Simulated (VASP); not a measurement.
Input:

```xyz
2
Lattice="2.4680 0.0000 0.0000 -1.2340 2.1374 0.0000 0.0000 0.0000 19.9983" Properties=species:S:1:pos:R:3 pbc="T T T"
C      1.2340     0.7125     0.0000
C      0.0000     1.4249     0.0000
```

All values below come from LDA (Ceperley-Alder, Perdew-Zunger), VASP's LDA PAW potentials (set 64) (plane waves; VASP). Settings: 520 eV cut-off, 11×11×2 Γ-centred mesh, Gaussian smearing of 0.050 eV, potentials C.

The cell holds a wide vacuum, so values per volume refer to the whole cell.

**Question.** The ions, cell shape and volume are relaxed. Which structure does the run end with?

**Answer.** 
```xyz
2
Lattice="2.4470 0.0000 0.0000 -1.2235 2.1192 0.0000 0.0000 0.0000 19.9963" Properties=species:S:1:pos:R:3 pbc="T T T"
C      1.2235     0.7064     0.0000
C      0.0000     1.4128    19.9963
```

**Question.** How do energy and volume change from the first to the last step?

**Answer.** The energy (σ→0) changes by -5.0 meV/atom and the volume by -1.7 %, in 4 ionic steps.

```json
[
 {"step": "1", "E(σ→0) (eV)": "-20.1672", "max force (eV/Å)": "0.000", "pressure (GPa)": "-1.19", "volume (Å³)": "105.49"},
 {"step": "2", "E(σ→0) (eV)": "-20.1194", "max force (eV/Å)": "0.000", "pressure (GPa)": "3.13", "volume (Å³)": "99.59"},
 {"step": "3", "E(σ→0) (eV)": "-20.1773", "max force (eV/Å)": "0.000", "pressure (GPa)": "-0.04", "volume (Å³)": "103.73"},
 {"step": "4", "E(σ→0) (eV)": "-20.1773", "max force (eV/Å)": "0.000", "pressure (GPa)": "-0.01", "volume (Å³)": "103.69"}
]
```

The cell is a sheet with vacuum, built from a database entry that may be metastable or hypothetical.
